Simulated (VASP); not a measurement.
Input:

```
CELL_PARAMETERS angstrom
      0.00000     3.11710     3.11710
      3.11710     0.00000     3.11710
      3.11710     3.11710     0.00000
ATOMIC_POSITIONS crystal
  Ca 0.00000 0.00000 0.00000
  S  0.25000 0.25000 0.25000
```

Level of theory: PBEsol GGA, VASP's PBE PAW potentials (set 64) (plane waves; VASP). Numerical set-up: 400 eV cut-off, 7×7×7 Γ-centred mesh, Gaussian smearing of 0.050 eV, potentials Ca_sv S.

**Question.** What does the run give for the energy per atom (σ→0)?

**Answer.** 
- energy per atom (σ→0) = -5.131 eV/atom

Only differences to runs with the same potentials and settings are physical.

The structure was generated: CaS was put into the zinc blende type (F-43m), which need not be its known phase. It was relaxed first, which changed the volume by -11 %. The start is the result of an earlier pass.
